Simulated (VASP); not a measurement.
All values below come from optB88-vdW, VASP's PBE PAW potentials (set 64) (plane waves; VASP).

VASP input:

### KPOINTS
```
Automatic
0
G
  7 7 7
```

**INCAR**
```
AGGAC  =  0.0
ALGO  =  Normal
EDIFF  =  1E-7
ENCUT  =  520
GGA  =  BO
ISIF  =  2
ISMEAR  =  0
LASPH  =  .True.
LCHARG  =  .False.
LMAXMIX  =  6
LREAL  =  .False.
LUSE_VDW  =  .True.
LWAVE  =  .False.
NELM  =  100
PARAM1  =  0.1833333333
PARAM2  =  0.22
PREC  =  Accurate
SIGMA  =  0.05
SYSTEM  =  CeO2
```

POSCAR:
```
CeO2
1.0
  0.0000000000   2.7571912339   2.7571912339
  2.7571912339   0.0000000000   2.7571912339
  2.7571912339   2.7571912339   0.0000000000
Ce O
1 2
Cart
  0.0000000000   0.0000000000   0.0000000000
  1.3785956169   1.3785956169   1.3785956169
  4.1357868508   4.1357868508   4.1357868508
```

POTCAR, in this order: Ce O (PBE.64 set). Program: vasp_std.

### Question
Estimate the energy per atom (σ→0), pressure.

### Answer

```
Item                            Value
---------------------  --------------
energy per atom (σ→0)  -6.820 eV/atom
pressure                    -4.95 GPa
```

### OSZICAR
```
...
DAV:  16    -0.204614666919E+02    0.23280E-04   -0.85281E-03   872   0.841E-01    0.137E-01
DAV:  17    -0.204612641936E+02    0.20250E-03   -0.36415E-03   944   0.553E-01    0.590E-02
DAV:  18    -0.204612394838E+02    0.24710E-04   -0.11589E-04   952   0.103E-01    0.204E-02
DAV:  19    -0.204612375323E+02    0.19515E-05   -0.84272E-06  1040   0.229E-02    0.119E-02
DAV:  20    -0.204612352041E+02    0.23282E-05   -0.11714E-05   928   0.316E-02    0.142E-03
DAV:  21    -0.204612351029E+02    0.10116E-06   -0.43158E-07   816   0.555E-03    0.400E-04
DAV:  22    -0.204612350817E+02    0.21255E-07   -0.11172E-07   496   0.325E-03
   1 F= -.20461235E+02 E0= -.20461235E+02  d E =-.144570E-13
```

The compound is CeO2 in the fluorite structure. This cell is one point of a volume scan, at 1.03 of the reference volume. The run is not spin-polarised, so no magnetic state was tried.
